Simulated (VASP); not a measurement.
# LiZr4N3 (P6/mmm) in VASP: notebook

The runs below take LiZr4N3 through relaxation of cell and atoms, with PBE.

All numbers are computed with VASP 6.6.1; they aren't measurements. Logs are shortened: lines on timing, memory, paths and dates and some standing lists are left out, and cuts for length are marked.

## (1) Starting point

Symmetry: P6/mmm, No. 191, hexagonal system. Conventional cell: a = 4.574 Å, b = 4.574 Å, c = 7.121 Å, α = 90.00°, β = 90.00°, γ = 120.00°. Around Li (site symmetry 6/mmm) lie 2 Zr at 2.06 Å. Around Zr (site symmetry -6m2) lie 3 Zr at 2.64 Å and 3 Li at 2.64 Å. Around Zr (site symmetry 6mm) lie 1 N at 1.50 Å. N (site symmetry -6m2) is surrounded by 6 N at 2.64 Å. Around N (site symmetry 6/mmm) lie 2 Zr at 1.50 Å.

The cell was built by a generator and needn't be a form met in nature.

## (2) Relaxation of cell and atoms, PBE

INCAR reads:

```
PREC = Normal
ENCUT = 520
EDIFF = 1E-4
ISMEAR = 0
SIGMA = 0.15
LREAL = False
LASPH = True
NELM = 60
ALGO = Fast
ISIF = 3
LWAVE = False
LCHARG = False
GGA = PE
IBRION = 2
NSW = 24
EDIFFG = -0.08
KPAR = 2
```

KPOINTS reads:

```
Automatic mesh
0
Gamma
  4 4 2
```

POSCAR reads:

```
LiZr4N3
1.0
    4.5739696300      0.0000000000      0.0000000000
   -2.2869848200      3.9611739000      0.0000000000
    0.0000000000      0.0000000000      7.1205241400
Li Zr N
1 4 3
Direct
    0.0000000000      0.0000000000      0.5000000000
    0.3333333300      0.6666666700      0.5000000000
    0.6666666700      0.3333333300      0.5000000000
    0.0000000000      0.0000000000      0.7891002500
    0.0000000000      0.0000000000      0.2108997500
    0.3333333300      0.6666666700      0.0000000000
    0.6666666700      0.3333333300      0.0000000000
    0.0000000000      0.0000000000      0.0000000000
```

Potentials or basis: VASP PAW PBE potentials, release 64 (Li_sv, Zr_sv, N).

The run is started by

```sh
cat potpaw_PBE.64/Li_sv/POTCAR potpaw_PBE.64/Zr_sv/POTCAR potpaw_PBE.64/N/POTCAR > POTCAR
mpirun -np 2 vasp_std > vasp.out
```

OUTCAR:

```text
PREC = Normal
   ENCUT = 520
   EDIFF = 1E-4
   ISMEAR = 0
   LREAL = False
   LASPH = True
   NELM = 60
   ISIF = 3
   GGA = PE
   IBRION = 2
   NSW = 24
   EDIFFG = -0.08

 ion  position               nearest neighbor table
   1  0.000  0.000  0.500-   4 2.06   5 2.06   2 2.64   3 2.64   3 2.64   2 2.64   3 2.64   2 2.64

   2  0.333  0.667  0.500-   3 2.64   1 2.64   3 2.64   1 2.64   1 2.64   3 2.64   4 3.35   5 3.35
                             5 3.35   4 3.35   5 3.35   4 3.35
   3  0.667  0.333  0.500-   2 2.64   1 2.64   2 2.64   1 2.64   1 2.64   2 2.64   4 3.35   5 3.35
                             4 3.35   5 3.35   4 3.35   5 3.35
   4  0.000  0.000  0.789-   8 1.50   1 2.06   5 3.00   2 3.35   3 3.35   3 3.35   2 3.35   3 3.35
                             2 3.35
   5  0.000  0.000  0.211-   8 1.50   1 2.06   4 3.00   2 3.35   3 3.35   3 3.35   2 3.35   3 3.35
                             2 3.35
   6  0.333  0.667  0.000-
   7  0.667  0.333  0.000-
   8  0.000  0.000  0.000-   4 1.50   5 1.50

  LATTYP: Found a hexagonal cell.
 ALAT       =     4.5739696300
 C/A-ratio  =     1.5567493263

  Lattice vectors:

 A1 = (   4.5739696300,   0.0000000000,   0.0000000000)
 A2 = (  -2.2869848200,   3.9611739000,   0.0000000000)
 A3 = (   0.0000000000,   0.0000000000,   7.1205241400)

Analysis of symmetry for initial positions (statically):
=====================================================================
 Subroutine PRICEL returns:
 Original cell was already a primitive cell.

 Routine SETGRP: Setting up the symmetry group for a
 hexagonal supercell.

 Subroutine GETGRP returns: Found 24 space group operations
 (whereof 24 operations were pure point group operations)
 out of a pool of 24 trial point group operations.

The static configuration has the point symmetry D_6h.

Analysis of symmetry for dynamics (positions and initial velocities):
=====================================================================
 Subroutine PRICEL returns:
 Original cell was already a primitive cell.

 Routine SETGRP: Setting up the symmetry group for a
 hexagonal supercell.

 Subroutine GETGRP returns: Found 24 space group operations
 (whereof 24 operations were pure point group operations)
 out of a pool of 24 trial point group operations.

The dynamic configuration has the point symmetry D_6h.

 Subroutine INISYM returns: Found 24 space group operations
 (whereof 24 operations are pure point group operations),
 and found     1 'primitive' translations

----------------------------------------------------------------------------------------

                                     Primitive cell

  volume of cell :     129.0117

  direct lattice vectors                    reciprocal lattice vectors
     4.573969630  0.000000000  0.000000000     0.218628474  0.126225208  0.000000000
    -2.286984820  3.961173900  0.000000000     0.000000000  0.252450416  0.000000000
     0.000000000  0.000000000  7.120524140     0.000000000  0.000000000  0.140439100

  length of vectors
     4.573969630  4.573969636  7.120524140     0.252450417  0.252450416  0.140439100

  position of ions in fractional coordinates (direct lattice)
     0.000000000  0.000000000  0.500000000
     0.333333330  0.666666670  0.500000000
     0.666666670  0.333333330  0.500000000
     0.000000000  0.000000000  0.789100250
     0.000000000  0.000000000  0.210899750
     0.333333330  0.666666670  0.000000000
     0.666666670  0.333333330  0.000000000
     0.000000000  0.000000000  0.000000000

  ion indices of the primitive-cell ions
   primitive index   ion index
                 1           1
                 2           2
                 3           3
                 4           4
                 5           5
                 6           6
                 7           7
                 8           8

----------------------------------------------------------------------------------------

 KPOINTS: Automatic mesh

Automatic generation of k-mesh.
 Grid dimensions read from file:
 generate k-points for:    4    4    2

 Generating k-lattice:

  Cartesian coordinates                     Fractional coordinates (reciprocal lattice)
     0.054657118  0.031556302  0.000000000     0.250000000  0.000000000  0.000000000
     0.000000000  0.063112604  0.000000000     0.000000000  0.250000000  0.000000000
     0.000000000  0.000000000  0.070219550     0.000000000  0.000000000  0.500000000

  Length of vectors
     0.063112604  0.063112604  0.070219550

  Shift w.r.t. Gamma in fractional coordinates (k-lattice)
     0.000000000  0.000000000  0.000000000

 Subroutine IBZKPT returns following result:
 ===========================================

 Found      8 irreducible k-points:

 Following reciprocal coordinates:
            Coordinates               Weight
  0.000000  0.000000  0.000000      1.000000
  0.250000  0.000000  0.000000      6.000000
  0.500000  0.000000  0.000000      3.000000
  0.250000  0.250000  0.000000      6.000000
  0.000000  0.000000  0.500000      1.000000
  0.250000  0.000000  0.500000      6.000000
  0.500000  0.000000  0.500000      3.000000
  0.250000  0.250000  0.500000      6.000000
   k-points           NKPTS =      8   k-points in BZ     NKDIM =      8   number of bands    NBANDS=     39
   number of dos      NEDOS =    301   number of ions     NIONS =      8
   total plane-waves  NPLWV =  31360
   dimension x,y,z NGX =    28 NGY =   28 NGZ =   40
   dimension x,y,z NGXF=    56 NGYF=   56 NGZF=   80
   ions per type =               1   4   3
   NGX,Y,Z   is equivalent  to a cutoff of  10.18, 10.18,  9.34 a.u.
   NGXF,Y,Z  is equivalent  to a cutoff of  20.35, 20.35, 18.68 a.u.
 SYSTEM =  unknown system
   PREC   = normal    normal or accurate (medium, high low for compatibility)
   ISTART =      0    job   : 0-new  1-cont  2-samecut
   ICHARG =      2    charge: 1-file 2-atom 10-const
   ISPIN  =      1    spin polarized calculation?
   LNONCOLLINEAR =      F non collinear calculations
   LSORBIT =      F    spin-orbit coupling
   LASPH  =      T    aspherical Exc in radial PAW
   ENCUT  =  520.0 eV  38.22 Ry    6.18 a.u.   8.50  8.50 13.24*2*pi/ulx,y,z
   NELM   =     60;   NELMIN=  2; NELMDL= -5     # of ELM steps
   EDIFF  = 0.1E-03   stopping-criterion for ELM
   LREAL  =      F    real-space projection
   EDIFFG = -.8E-01   stopping-criterion for IOM
   NSW    =     24    number of steps for IOM
   IBRION =      2    ionic relax: 0-MD 1-quasi-New 2-CG
   NFREE  =      1    steps in history (QN), initial steepest desc. (CG)
   ISIF   =      3    stress and relaxation
   ISYM   =      2    0-nonsym 1-usesym 2-fastsym
   POTIM  = 0.5000    time-step for ionic-motion
   TEBEG  =    0.0;   TEEND  =   0.0 temperature during run
   PSTRESS=    0.0 pullay stress
   NELECT =      66.0000    total number of electrons
   NUPDOWN=      -1.0000    fix difference up-down
   EMIN   =  10.00;   EMAX   =-10.00  energy-range for DOS
   EFERMI =   0.00;   METHOD = LEGACY
   ISMEAR =     0;   SIGMA  =   0.15  broadening in eV -4-tet -1-fermi 0-gaus
   EFERMI_NEDOS =   21; number of points for ismear=-14 and -15
   IALGO  =     68    algorithm
   IMIX   =      4    mixing-type and parameters
     AMIX     =   0.40;   BMIX     =  1.00
     AMIX_MAG =   1.60;   BMIX_MAG =  1.00
  volume/ion in A,a.u.               =      16.13       108.83
  Fermi-wavevector in a.u.,A,eV,Ry     =   1.309322  2.474260 23.324791  1.714324
  Thomas-Fermi vector in A             =   2.439929
   LORBIT       =      0    0 simple, 1 ext, 2 COOP (PROOUT), +10 PAW based schemes
   GGA     = PE    functional components
   LHFCALC =     F    Hartree Fock is set to
   AEXX    =    0.0000 exact exchange contribution
   IVDW    =     0    specifies the selected vdW correction
   LEPSILON=     F    determine dielectric tensor
   LRPA    =     F    only Hartree local field effects (RPA)
 conjugate gradient relaxation of ions
 non-spin polarized calculation
 RMM-DIIS sequential band-by-band and
 Gauss-broadening in eV      SIGMA  =   0.15
  energy-cutoff  :      520.00
  volume of cell :      129.01
 maximum number of plane-waves:      3537
   NGX = 17   NGY = 17   NGZ = 27

--------------------------------------- Ionic step        1  -------------------------------------------

 number of electron      65.9999971 magnetization

 Free energy of the ion-electron system (eV)
  ---------------------------------------------------
  ext. energy  EPLUGINS =         0.00000000
  ---------------------------------------------------
  free energy    TOTEN  =       -41.11436643 eV

  energy without entropy =      -41.05684628  energy(sigma->0) =      -41.08560636

------------------------ aborting loop EDIFF was not reached (unconverged)  ----------------------------

  FORCE on cell =-STRESS in cart. coord.  units (eV):
  Direction    XX          YY          ZZ          XY          YZ          ZX
  --------------------------------------------------------------------------------------
  -------------------------------------------------------------------------------------
  Total        3.4979080      3.4979080     79.8785814     -0.0000000      0.0000000      0.0000000
  in kB       43.4399994     43.4399995    992.0002395     -0.0000001      0.0000000      0.0000000
  external PRESSURE =     359.6267461 kB  Pullay stress =       0.0000000 kB
[... 796 lines left out ...]
     38       6.3882      0.00000
     39       6.4741      0.00000

[... ionic steps 4 to 12 ...]

--------------------------------------- Ionic step       13  -------------------------------------------

 number of electron      65.9999914 magnetization

------------------------ aborting loop because EDIFF is reached ----------------------------------------

  FORCE on cell =-STRESS in cart. coord.  units (eV):
  Direction    XX          YY          ZZ          XY          YZ          ZX
  --------------------------------------------------------------------------------------
  -------------------------------------------------------------------------------------
  Total       -1.2690950     -1.2690950      2.1287011      0.0000000     -0.0000000      0.0000000
  in kB      -13.6958140    -13.6958141     22.9725077      0.0000000     -0.0000000      0.0000000
  external PRESSURE =      -1.4730401 kB  Pullay stress =       0.0000000 kB
[... 71 lines left out ...]
--------------------------------------- Ionic step       15  -------------------------------------------

 number of electron      66.0000001 magnetization

 Free energy of the ion-electron system (eV)
  ---------------------------------------------------
  ext. energy  EPLUGINS =         0.00000000
  ---------------------------------------------------
  free energy    TOTEN  =       -48.22694840 eV

  energy without entropy =      -48.16541625  energy(sigma->0) =      -48.19618233

 E-fermi :   5.5959     XC(G=0): -10.1949

 val. band max:        5.5722899048   @ k =   0.5000   0.0000   0.5000
 cond. band min:       5.6730616422   @ k =   0.0000   0.0000   0.0000
 fundamental gap:      0.1007717374
 Fermi energy:         5.5959320982
[... 334 lines left out ...]
     38       7.2254      0.00000
     39       7.4272      0.00000

------------------------ aborting loop because EDIFF is reached ----------------------------------------

  FORCE on cell =-STRESS in cart. coord.  units (eV):
  Direction    XX          YY          ZZ          XY          YZ          ZX
  --------------------------------------------------------------------------------------
  -------------------------------------------------------------------------------------
  Total       -0.3835328     -0.3835328     -0.5616249      0.0000000      0.0000000      0.0000000
  in kB       -4.1820323     -4.1820323     -6.1239445      0.0000000      0.0000000      0.0000000
  external PRESSURE =      -4.8293363 kB  Pullay stress =       0.0000000 kB
[... 23 lines left out ...]
  FREE ENERGIE OF THE ION-ELECTRON SYSTEM (eV)
  ---------------------------------------------------
  free  energy   TOTEN  =       -48.2269484030 eV

  energy  without entropy=      -48.1654162549  energy(sigma->0) =      -48.19618233

 reached required accuracy - stopping structural energy minimisation
```

It took 19 min on 2 MPI ranks of AMD EPYC 7R43 (Zen 3), shared host; peak memory 0.16 GiB.

These settings aren't checked as converged: the numbers below hold their error.

What came out:

* Free energy: -48.2269 eV
* Relaxed volume: 18.37 Å³/atom
* Relaxed cell: a = 4.436 Å, b = 4.436 Å, c = 8.621 Å, α = 90.00°, β = 90.00°, γ = 120.00°
* Space group after relaxing (to 0.05 Å): P6/mmm (No. 191)
* Energy gained by relaxing: 889.1 meV/atom
* Ionic steps: 15
* Largest force after relaxing: 0.005 eV/Å
* Band gap on the k mesh: none (metal or under the smearing width)

Caveat: the k mesh is coarse (spacing up to 0.44 Å⁻¹), so the values aren't converged; the cutoff is under 1.25 times the usual one of these potentials, so pressure, stress and relaxed cells hold a basis-set (Pulay) error; the relaxation stopped at a loose force limit of 0.08 eV/Å, so its end isn't a converged minimum.

## (3) Relaxation of cell and atoms, PBE

This run uses another cell than the first one, of 13.98 Å³/atom, 0.867 times its volume.

INCAR is that of step 2.

KPOINTS reads:

```
Automatic mesh
0
Gamma
  3 3 3
```

POSCAR reads:

```
LiZr4N3
1.0
    4.8185575000      0.0000000000      0.0000000000
    0.0000000000      4.8185575000      0.0000000000
    0.0000000000      0.0000000000      4.8185575000
Li Zr N
1 4 3
Direct
    0.5000000000      0.5000000000      0.5000000000
    0.5000000000      0.0000000000      0.0000000000
    0.0000000000      0.5000000000      0.0000000000
    0.0000000000      0.0000000000      0.5000000000
    0.0000000000      0.0000000000      0.0000000000
    0.0000000000      0.5000000000      0.5000000000
    0.5000000000      0.0000000000      0.5000000000
    0.5000000000      0.5000000000      0.0000000000
```

Potentials or basis: VASP PAW PBE potentials, release 64 (Li_sv, Zr_sv, N).

The run is started by

```sh
cat potpaw_PBE.64/Li_sv/POTCAR potpaw_PBE.64/Zr_sv/POTCAR potpaw_PBE.64/N/POTCAR > POTCAR
mpirun -np 2 vasp_std > vasp.out
```

Wall time 48 s (2 MPI ranks of AMD EPYC 7R43 (Zen 3), shared host); peak memory 0.13 GiB.

The run converged, but some of its settings lie outside the range that counts as converged, so its numbers aren't taken as properties of the crystal.

What came out:

- Free energy: -58.4688 eV
- Relaxed volume: 14.22 Å³/atom
- Relaxed cell: a = 4.845 Å, b = 4.845 Å, c = 4.845 Å, α = 90.00°, β = 90.00°, γ = 90.00°
- Space group after relaxing (to 0.05 Å): Pm-3m (No. 221)
- Energy gained by relaxing: 4.0 meV/atom
- Ionic steps: 2
- Band gap on the k mesh: none (metal or under the smearing width)

Caveat: the k mesh is coarse (spacing up to 0.43 Å⁻¹), so the values aren't converged; the cutoff is under 1.25 times the usual one of these potentials, so pressure, stress and relaxed cells hold a basis-set (Pulay) error; the relaxation stopped at a loose force limit of 0.08 eV/Å, so its end isn't a converged minimum.

## (4) Relaxation of cell and atoms, PBE

This run uses another cell than the first one, of 14.31 Å³/atom, 0.888 times its volume.

INCAR is that of step 3.

KPOINTS reads:

```
Automatic mesh
0
Gamma
  4 4 3
```

POSCAR reads:

```
LiZr4N3
1.0
    4.6434822100      0.0000000000      0.0000000000
   -2.3217411000      4.0213735500      0.0000000000
    0.0000000000      0.0000000000      6.1326305200
Li Zr N
1 4 3
Direct
    0.0000000000      0.0000000000      0.5000000000
    0.3333333300      0.6666666700      0.5000000000
    0.6666666700      0.3333333300      0.5000000000
    0.0000000000      0.0000000000      0.1598788100
    0.0000000000      0.0000000000      0.8401211900
    0.5000000000      0.0000000000      0.5000000000
    0.0000000000      0.5000000000      0.5000000000
    0.5000000000      0.5000000000      0.5000000000
```

The run is started by

```sh
cat potpaw_PBE.64/Li_sv/POTCAR potpaw_PBE.64/Zr_sv/POTCAR potpaw_PBE.64/N/POTCAR > POTCAR
mpirun -np 2 vasp_std > vasp.out
```

It took 16 min on 2 MPI ranks of AMD EPYC 7R43 (Zen 3), shared host; peak memory 0.16 GiB.

These settings aren't checked as converged: the numbers below hold their error.

What came out:

```
Free energy                            : -49.9114 eV
Relaxed volume                         : 33.84 Å³/atom
Relaxed cell                           : a = 6.594 Å, b = 6.594 Å, c = 7.190 Å, α = 90.00°, β = 90.00°, γ = 120.00°
Space group after relaxing (to 0.05 Å) : P6/mmm (No. 191)
Energy gained by relaxing              : 8955.0 meV/atom
Ionic steps                            : 17
Largest force after relaxing           : 0.079 eV/Å
Band gap on the k mesh                 : 0.01 eV, direct
```

Caveat: the cutoff is under 1.25 times the usual one of these potentials, so pressure, stress and relaxed cells hold a basis-set (Pulay) error; the volume moved by over 15 % at a fixed basis, so the end points are rough; an odd mesh through Γ misses points on the zone boundary, where band edges often lie; the relaxation stopped at a loose force limit of 0.08 eV/Å, so its end isn't a converged minimum.
